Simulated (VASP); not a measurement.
```
CELL_PARAMETERS angstrom
      1.53225    -2.65394     0.00000
      1.53225     2.65394     0.00000
      0.00000     0.00000    11.92953
ATOMIC_POSITIONS crystal
  W  0.33333 0.66667 0.25000
  W  0.66667 0.33333 0.75000
  S  0.33333 0.66667 0.87840
  S  0.66667 0.33333 0.37840
  S  0.66667 0.33333 0.12160
  S  0.33333 0.66667 0.62160
```

All values below come from LDA (Ceperley-Alder, Perdew-Zunger), VASP's LDA PAW potentials (set 64) (plane waves; VASP). Run with 520 eV cut-off, 8×8×2 Γ-centred mesh, Gaussian smearing of 0.050 eV, potentials W_sv S.

Task: The ions and cell shape at fixed volume are relaxed. What does this cell relax into?

Result: 
```
CELL_PARAMETERS angstrom
      1.55030    -2.68520     0.00000
      1.55030     2.68520     0.00000
      0.00000     0.00000    11.65332
ATOMIC_POSITIONS crystal
  W  0.33333 0.66667 0.25000
  W  0.66667 0.33333 0.75000
  S  0.33333 0.66667 0.88450
  S  0.66667 0.33333 0.38450
  S  0.66667 0.33333 0.11550
  S  0.33333 0.66667 0.61550
```
Space group P6_3/mmc (194), at a tolerance of 0.03 Å.

Task: How much energy does the relaxation gain?

Result: The energy (σ→0) changes by -28.2 meV/atom, in 8 ionic steps.

The compound is WS2 in the 2H layered structure. This cell is one point of a volume scan, at 0.94 of the reference volume. Symmetry was kept, so distortions that lower it aren't found.
